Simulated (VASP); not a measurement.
An input for Ansatz (written as the equivalent of a VASP run, and not itself run):

Ansatz 0.2 input:
```yaml
crystal:
  lattice:
    - [0.0000000, 1.9151672, 1.9151672]
    - [1.9151672, 0.0000000, 1.9151672]
    - [1.9151672, 1.9151672, 0.0000000]
  atoms:
    - { symbol: Rh, position: [0.0000000, 0.0000000, 0.0000000] }
kpoints:
  mp_grid: { grid: [15, 15, 15] }
hamiltonian:
  xc: pbe
  pseudopotentials: { kind: paw }
scf:
  occupations: { method: methfessel_paxton, width: 0.1 }
  max_iter: 100
relax:
  max_steps: 60
  f_tol: 0.01
  cell: {}
output: { forces: true, stress: true, eigenvalues: true }
```

### Question
Write the VASP files for the same calculation (PBE).

### Answer
Several could match; the one computed here: 
### KPOINTS
```
Regular mesh
0
gamma
15 15 15
0 0 0
```

**POSCAR**
```
Rh
1
    0.0000000000     1.9151671848     1.9151671848
    1.9151671848     0.0000000000     1.9151671848
    1.9151671848     1.9151671848     0.0000000000
Rh
1
Direct
  0.0000000000   0.0000000000   0.0000000000
```

### INCAR
```
SYSTEM = Rh
PREC = Accurate
ENCUT = 480
EDIFF = 1E-6
NELM = 100
ALGO = Normal
LREAL = .FALSE.
LASPH = .TRUE.
ISMEAR = 1
SIGMA = 0.1
GGA = PE
LMAXMIX = 4
LWAVE = .FALSE.
LCHARG = .FALSE.
IBRION = 2
ISIF = 3
NSW = 60
EDIFFG = -0.01
```

POTCAR, in this order: Rh_pv (PBE.64 set). Program: vasp_std.

What does not carry over: each code has its own PAW files, so the cut-off isn't converted (ENCUT is set for VASP's; basis.ecutwfc is left out, and Ansatz then takes the one that its files recommend); Ansatz stops its SCF on the density residual and VASP on the energy change (EDIFF).

The compound is Rh in the fcc structure. This run relaxes it. Symmetry was kept, so distortions that lower it aren't found. The start is the result of an earlier pass.
